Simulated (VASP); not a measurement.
All values below come from PBE GGA, VASP's PBE PAW potentials (set 64) (plane waves; VASP).

A VASP calculation is set up with these files.

### INCAR
```
! general
SYSTEM  =  MgS
PREC    =  Accurate
ENCUT   =  800
LREAL   =  .FALSE.   ! projection in real space or not
LASPH   =  .TRUE.   ! aspherical one-centre terms

! electronic loop
EDIFF   =  1E-6   ! SCF stop (eV)
NELM    =  100   ! most electronic steps
ALGO    =  Normal   ! blocked Davidson

! smearing
ISMEAR  =  0   ! Gaussian
SIGMA   =  0.05   ! width (eV)

! functional
GGA     =  PE   ! PBE

! ions
ISIF    =  2   ! forces and stress, cell fixed

! output
LWAVE   =  .FALSE.
LCHARG  =  .FALSE.
```

POSCAR:
```
MgS
3.6769550
  0.0000000000   0.7071068316   0.7071068316
  0.7071068316   0.0000000000   0.7071068316
  0.7071068316   0.7071068316   0.0000000000
Mg S
1 1
Direct
  0.0000000000   0.0000000000   0.0000000000
  0.5000000000   0.5000000000   0.5000000000
```

**KPOINTS**
```
Automatic mesh
0
G
  8 8 8
0 0 0
```

POTCAR, in this order: Mg S (PBE.64 set). Program: vasp_std.

What VASP printed:

OUTCAR:
```
 ion  position               nearest neighbor table
   1  0.000  0.000  0.000-   2 2.60   2 2.60   2 2.60   2 2.60   2 2.60   2 2.60
   2  0.500  0.500  0.500-   1 2.60   1 2.60   1 2.60   1 2.60   1 2.60   1 2.60
  LATTYP: Found a face centered cubic cell.
 ALAT       =     5.2000000000
 Subroutine PRICEL returns:
 Original cell was already a primitive cell.
 Subroutine GETGRP returns: Found 48 space group operations
The static configuration has the point symmetry O_h .
The dynamic configuration has the point symmetry O_h .
 Subroutine INISYM returns: Found 48 space group operations
 Subroutine IBZKPT returns following result:
 Found     29 irreducible k-points:

 Following reciprocal coordinates:
            Coordinates               Weight
  0.000000  0.000000  0.000000      1.000000
  0.125000  0.000000  0.000000      8.000000
  0.250000  0.000000  0.000000      8.000000
  0.375000  0.000000  0.000000      8.000000
  0.500000  0.000000  0.000000      4.000000
  0.125000  0.125000  0.000000      6.000000
  0.250000  0.125000  0.000000     24.000000
  0.375000  0.125000  0.000000     24.000000
  0.500000  0.125000  0.000000     24.000000
 -0.375000  0.125000  0.000000     24.000000
 -0.250000  0.125000  0.000000     24.000000
 -0.125000  0.125000  0.000000     12.000000
  0.250000  0.250000  0.000000      6.000000
  0.375000  0.250000  0.000000     24.000000
  0.500000  0.250000  0.000000     24.000000
 -0.375000  0.250000  0.000000     24.000000
 -0.250000  0.250000  0.000000     12.000000
  0.375000  0.375000  0.000000      6.000000
  0.500000  0.375000  0.000000     24.000000
 -0.375000  0.375000  0.000000     12.000000
  0.500000  0.500000  0.000000      3.000000
  0.375000  0.250000  0.125000     24.000000
  0.500000  0.250000  0.125000     48.000000
 -0.375000  0.250000  0.125000     24.000000
  0.500000  0.375000  0.125000     24.000000
 -0.375000  0.375000  0.125000     48.000000
 -0.250000  0.375000  0.125000     24.000000
 -0.375000  0.500000  0.125000     12.000000
 -0.250000  0.500000  0.250000      6.000000
   k-points           NKPTS =     29   k-points in BZ     NKDIM =     29   number of bands    NBANDS=      8
   number of dos      NEDOS =    301   number of ions     NIONS =      2
   total plane-waves  NPLWV =  46656
   dimension x,y,z NGX =    36 NGY =   36 NGZ =   36
   dimension x,y,z NGXF=    72 NGYF=   72 NGZF=   72
   ions per type =               1   1
   PREC   = accura    normal or accurate (medium, high low for compatibility)
   ISTART =      0    job   : 0-new  1-cont  2-samecut
   ICHARG =      2    charge: 1-file 2-atom 10-const
   ISPIN  =      1    spin polarized calculation?
   LNONCOLLINEAR =      F non collinear calculations
   LSORBIT =      F    spin-orbit coupling
   INIWAV =      1    electr: 0-lowe 1-rand  2-diag
   ENCUT  =  800.0 eV  58.80 Ry    7.67 a.u.   8.48  8.48  8.48*2*pi/ulx,y,z
   NELM   =    100;   NELMIN=  2; NELMDL= -5     # of ELM steps
   EDIFF  = 0.1E-05   stopping-criterion for ELM
   LREAL  =      F    real-space projection
   NLSPLINE    = F    spline interpolate recip. space projectors
   LMAXMIX     =    2 max onsite mixed and CHGCAR
   VOSKOWN=      0    Vosko Wilk Nusair interpolation
   EDIFFG = 0.1E-04   stopping-criterion for IOM
   NSW    =      0    number of steps for IOM
   NBLOCK =      1;   KBLOCK =      1    inner block; outer block
   IBRION =     -1    ionic relax: 0-MD 1-quasi-New 2-CG
   NFREE  =      0    steps in history (QN), initial steepest desc. (CG)
   ISIF   =      2    stress and relaxation
   ISYM   =      2    0-nonsym 1-usesym 2-fastsym
   TEIN   =    0.0    initial temperature
   TEBEG  =    0.0;   TEEND  =   0.0 temperature during run
   SMASS  =  -3.00    Nose mass-parameter (am)
...
```

OSZICAR:
```
       N       E                     dE             d eps       ncg     rms          rms(c)
DAV:   1     0.317322618642E+02    0.31732E+02   -0.46945E+03   464   0.116E+03
DAV:   2    -0.752260990425E+01   -0.39255E+02   -0.37840E+02   648   0.121E+02
DAV:   3    -0.890111371330E+01   -0.13785E+01   -0.13785E+01   560   0.309E+01
DAV:   4    -0.890690011795E+01   -0.57864E-02   -0.57864E-02   760   0.229E+00
DAV:   5    -0.890690666802E+01   -0.65501E-05   -0.65501E-05   576   0.609E-02    0.441E+00
DAV:   6    -0.854281609968E+01    0.36409E+00   -0.93687E-01   504   0.481E+00    0.347E+00
DAV:   7    -0.850198189347E+01    0.40834E-01   -0.23745E-01   608   0.261E+00    0.230E+00
DAV:   8    -0.850207473300E+01   -0.92840E-04   -0.13286E-02   544   0.989E-01    0.883E-01
DAV:   9    -0.850189840833E+01    0.17632E-03   -0.52672E-04   576   0.189E-01    0.271E-01
DAV:  10    -0.850193803007E+01   -0.39622E-04   -0.14358E-04   632   0.804E-02    0.145E-02
DAV:  11    -0.850193556317E+01    0.24669E-05   -0.21090E-05   568   0.240E-02    0.105E-02
DAV:  12    -0.850193557311E+01   -0.99433E-08   -0.38423E-07   320   0.557E-03
   1 F= -.85019356E+01 E0= -.85019356E+01  d E =-.151128E-15
```

File OUTCAR:
```
------------------------ aborting loop because EDIFF is reached ----------------------------------------
  FORCE on cell =-STRESS in cart. coord.  units (eV):
  Direction    XX          YY          ZZ          XY          YZ          ZX
  --------------------------------------------------------------------------------------
  Total        0.2274846      0.2274846      0.2274846      0.0000000      0.0000000     -0.0000000
  in kB       10.3684181     10.3684181     10.3684181      0.0000000      0.0000000     -0.0000000
  external PRESSURE =      10.3684181 kB  Pullay stress =       0.0000000 kB
  volume of cell :       35.15
      direct lattice vectors                 reciprocal lattice vectors
     0.000000000  2.600000000  2.600000000    -0.192307692  0.192307692  0.192307692
     2.600000000  0.000000000  2.600000000     0.192307692 -0.192307692  0.192307692
     2.600000000  2.600000000  0.000000000     0.192307692  0.192307692 -0.192307692
 POSITION                                       TOTAL-FORCE (eV/Angst)
 -----------------------------------------------------------------------------------
      0.00000      0.00000      0.00000         0.000000      0.000000      0.000000
      2.60000      2.60000      2.60000        -0.000000     -0.000000     -0.000000
 -----------------------------------------------------------------------------------
    total drift:                                0.000000      0.000000      0.000000
  FREE ENERGIE OF THE ION-ELECTRON SYSTEM (eV)
  ---------------------------------------------------
  free  energy   TOTEN  =        -8.5019355731 eV

  energy  without entropy=       -8.5019355731  energy(sigma->0) =       -8.50193557
```
(Selected blocks of OUTCAR.)

The compound is MgS in the rock salt structure. The cell was not relaxed at this level. The run is one of a series of settings (ENCUT = 800 against the base run), some of them coarse on purpose.
